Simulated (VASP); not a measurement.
Calculation: PBE GGA, VASP's PBE PAW potentials (set 64) (plane waves; VASP 6.6.1).

VASP ran on this input.

### INCAR
```
ALGO = Normal
EDIFF = 1E-6
ENCUT = 300
GGA = PE
ISIF = 2
ISMEAR = 0
LASPH = .TRUE.
LCHARG = .FALSE.
LMAXMIX = 6
LREAL = .FALSE.
LWAVE = .FALSE.
NELM = 100
PREC = Accurate
SIGMA = 0.136
SYSTEM = NaHf
```

### KPOINTS
```
Automatic mesh
0
Gamma
5 5 5
0 0 0
```

### POSCAR
```
NaHf
1.0
  3.9173280000   0.0000000000   0.0000000000
  0.0000000000   3.9173280000   0.0000000000
  0.0000000000   0.0000000000   3.9173280000
Na Hf
1 1
Cart
 -0.0059974292   0.0055743577  -0.0068709933
  1.9646614292   1.9530896423   1.9655349933
```

POTCAR, in this order: Na_pv Hf_pv (PBE.64 set). Program: vasp_std.

Output of the run:

**OSZICAR**
```
       N       E                     dE             d eps       ncg     rms          rms(c)
DAV:   1     0.514158257464E+02    0.51416E+02   -0.74049E+03  1664   0.895E+02
DAV:   2    -0.668608714613E+01   -0.58102E+02   -0.56927E+02  1632   0.236E+02
DAV:   3    -0.954844228504E+01   -0.28624E+01   -0.27234E+01  1972   0.478E+01
DAV:   4    -0.963701197619E+01   -0.88570E-01   -0.87628E-01  1944   0.779E+00
DAV:   5    -0.964008437178E+01   -0.30724E-02   -0.30694E-02  2136   0.102E+00    0.247E+01
DAV:   6    -0.882507935349E+01    0.81501E+00   -0.18548E+00  1820   0.665E+00    0.126E+01
DAV:   7    -0.875361309911E+01    0.71466E-01   -0.66222E-01  1888   0.376E+00    0.224E+00
DAV:   8    -0.874478468218E+01    0.88284E-02   -0.91511E-02  1884   0.182E+00    0.266E-01
DAV:   9    -0.874405644924E+01    0.72823E-03   -0.51384E-03  1916   0.609E-01    0.104E-01
DAV:  10    -0.874409607813E+01   -0.39629E-04   -0.25796E-04  1776   0.155E-01    0.292E-02
DAV:  11    -0.874409015600E+01    0.59221E-05   -0.62839E-05  2172   0.748E-02    0.892E-03
DAV:  12    -0.874408928770E+01    0.86830E-06   -0.31252E-06  1672   0.156E-02
   1 F= -.87440893E+01 E0= -.87254335E+01  d E =-.373116E-01
```

**OUTCAR**
```
------------------------ aborting loop because EDIFF is reached ----------------------------------------
  FORCE on cell =-STRESS in cart. coord.  units (eV):
  Direction    XX          YY          ZZ          XY          YZ          ZX
  --------------------------------------------------------------------------------------
  Total       -2.5490709     -2.5489707     -2.5492282     -0.0007276     -0.0008302      0.0009016
  in kB      -67.9395537    -67.9368838    -67.9437451     -0.0193923     -0.0221268      0.0240290
  external PRESSURE =     -67.9400609 kB  Pullay stress =       0.0000000 kB
  volume of cell :       60.11
      direct lattice vectors                 reciprocal lattice vectors
     3.917328000  0.000000000  0.000000000     0.255276045  0.000000000  0.000000000
     0.000000000  3.917328000  0.000000000     0.000000000  0.255276045  0.000000000
     0.000000000  0.000000000  3.917328000     0.000000000  0.000000000  0.255276045
 POSITION                                       TOTAL-FORCE (eV/Angst)
 -----------------------------------------------------------------------------------
      3.91133      0.00557      3.91046         0.025930     -0.024098      0.029710
      1.96466      1.95309      1.96553        -0.025930      0.024098     -0.029710
 -----------------------------------------------------------------------------------
    total drift:                                0.000171     -0.000150      0.000213
  FREE ENERGIE OF THE ION-ELECTRON SYSTEM (eV)
  ---------------------------------------------------
  free  energy   TOTEN  =        -8.7440892877 eV

  energy  without entropy=       -8.7067777053  energy(sigma->0) =       -8.72543350
```
(Selected blocks of OUTCAR.)

OUTCAR:
```
 val. band max:        1.5731325407   @ k =  -0.2000   0.2000   0.2000

 cond. band min:       1.7374525783   @ k =   0.0000   0.2000   0.4000


 Fermi energy:         1.7329854717

 k-point     1 :       0.0000    0.0000    0.0000
  band No.  band energies     occupation
      1     -30.1919      2.00000
      2     -30.1918      2.00000
      3     -30.1918      2.00000
      4     -21.6612      2.00000
      5     -21.6611      2.00000
      6     -21.6611      2.00000
      7      -3.2810      2.00000
      8       1.1731      2.00000
      9       1.1731      2.00000
     10       3.8502      0.00000
     11       3.8503      0.00000
     12       3.8504      0.00000

 k-point     2 :       0.2000    0.0000    0.0000
  band No.  band energies     occupation
      1     -30.2049      2.00000
      2     -30.1906      2.00000
      3     -30.1906      2.00000
      4     -21.6665      2.00000
      5     -21.6610      2.00000
      6     -21.6609      2.00000
      7      -2.8286      2.00000
      8       1.2342      2.00000
      9       1.3067      1.99999
     10       3.4091      0.00000
     11       3.4091      0.00000
     12       3.8950      0.00000

 k-point     3 :       0.0000    0.2000    0.0000
  band No.  band energies     occupation
      1     -30.2049      2.00000
      2     -30.1906      2.00000
      3     -30.1906      2.00000
      4     -21.6665      2.00000
      5     -21.6610      2.00000
      6     -21.6609      2.00000
      7      -2.8286      2.00000
      8       1.2342      2.00000
      9       1.3067      1.99999
     10       3.4091      0.00000
     11       3.4091      0.00000
     12       3.8950      0.00000

 k-point     4 :       0.0000    0.0000    0.2000
  band No.  band energies     occupation
      1     -30.2049      2.00000
      2     -30.1906      2.00000
      3     -30.1906      2.00000
      4     -21.6665      2.00000
      5     -21.6610      2.00000
      6     -21.6609      2.00000
...
```

At this cut-off the stress carries a Pulay error, which pulls relaxed volumes low. Unless said otherwise, spin-orbit coupling is left out, though it shifts the bands of the heavy elements here.

The structure was generated: NaHf was put into an ordered model structure, which need not be its known phase. The cell was not relaxed at this level, atoms are displaced from their ideal sites. The k-mesh is coarse (spacing up to 0.32 per Å, 2π included), so the numbers may not be converged in it. The electron count is odd and the run is not spin-polarised, which forces a metal.
